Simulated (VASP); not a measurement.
Given:

```
CdZn3Se4
1.0
   -0.00780     5.74337     5.75707
    5.74337    -0.00780     5.75707
    2.86779     2.86779     0.00000
Zn Se Cd
3 4 1
Direct
  0.00067   0.00067   0.99866
  0.00200   0.49816   0.99984
  0.49816   0.00200   0.99984
  0.12520   0.12520   0.24960
  0.10776   0.63078   0.26146
  0.63078   0.10776   0.26146
  0.63721   0.63721   0.22558
  0.49821   0.49821   0.00358
```

Level of theory: PBEsol GGA, VASP's PBE PAW potentials (set 64) (plane waves; VASP). Numerical set-up: 400 eV cut-off, Gaussian smearing of 0.050 eV, potentials Zn Se Cd.

Give the energies of bands 28 to 41 at the high-symmetry points, in eV from the valence-band maximum.

```
band      Γ      Y     C0      Z     A0      T      S      R
----  -----  -----  -----  -----  -----  -----  -----  -----
28    -2.27  -2.90  -3.23  -3.93  -4.33  -4.47  -3.12  -4.23
29    -2.25  -2.61  -3.04  -2.86  -2.35  -2.29  -2.52  -2.62
30    -1.07  -2.51  -1.83  -2.81  -2.31  -2.26  -2.41  -2.58
31    -1.00  -1.46  -1.52  -2.73  -2.25  -2.25  -1.78  -2.45
32    -0.94  -1.45  -1.42  -2.72  -2.17  -2.22  -1.58  -2.33
33    -0.84  -1.32  -1.41  -2.64  -1.66  -1.09  -0.69  -1.79
34    -0.09  -1.14  -1.21  -2.37  -1.38  -0.90  -0.69  -1.78
35    -0.08  -1.09  -1.11  -1.10  -1.04  -0.89  -0.41  -1.52
36     0.00  -0.68  -0.46  -0.85  -1.03  -0.79  -0.33  -1.42
37     0.87   3.50   3.36   3.71   2.77   2.21   2.27   3.31
38     2.31   3.56   3.46   4.09   2.93   2.36   2.63   3.34
39     2.35   3.66   3.54   5.12   3.12   2.78   3.39   3.74
40     2.84   3.74   3.99   5.20   3.14   2.79   3.80   3.80
41     3.35   3.85   4.38   5.22   3.51   3.23   5.18   5.06
```

The gap is direct, 0.87 eV, from the valence maximum at Γ to the conduction minimum at Γ.

The structure was generated: CdZn3Se4 was put into an ordered model structure (Amm2), which need not be its known phase. It was relaxed first.
